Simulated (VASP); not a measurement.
```
ReS
1.0
    0.00000     2.49116     2.49116
    2.49116     0.00000     2.49116
    2.49116     2.49116     0.00000
S Re
1 1
Direct
  0.00000   0.00000   0.00000
  0.50000   0.50000   0.50000
```

The base run (VASP): PBE GGA, plane waves, VASP's PBE PAW potentials (set 64). Settings: 400 eV cut-off, 8×8×8 Γ-centred mesh, Gaussian smearing of 0.050 eV, potentials S Re.

One setting is varied; ΔE counts from the most expensive setting. The base run took about 8 core-seconds. Times come from single runs on busy shared machines, so they are rough: good to a factor of about 2.

Pressures at a finite cut-off, here 400 eV, hold a Pulay part, which wasn't tested here.

| setting | cost over the base run | electronic steps | ΔE (meV/atom) | pressure (GPa) |
|---|---|---|---|---|
| KGAMMA = .TRUE., KSPACING = 0.8, KPOINTS file removed | about 1/3 | 12 | -223.3 | -11.66 |
| KGAMMA = .TRUE., KSPACING = 0.6, KPOINTS file removed | within a factor of 2 | 13 | 76.1 | -3.88 |
| KGAMMA = .TRUE., KSPACING = 0.4, KPOINTS file removed | within a factor of 2 | 12 | -9.7 | -5.67 |
| KGAMMA = .TRUE., KSPACING = 0.3, KPOINTS file removed | within a factor of 2 | 12 | -6.4 | -5.69 |
| base run | reference | 12 | -6.4 | -5.69 |
| KGAMMA = .TRUE., KSPACING = 0.25, KPOINTS file removed | within a factor of 2 | 12 | 0.0 | -5.49 |

Left out are runs that failed, have no time on record or changed the cell.

The structure was generated: ReS was put into the rocksalt type (Fm-3m), which need not be its known phase. The cell was not relaxed at this level.
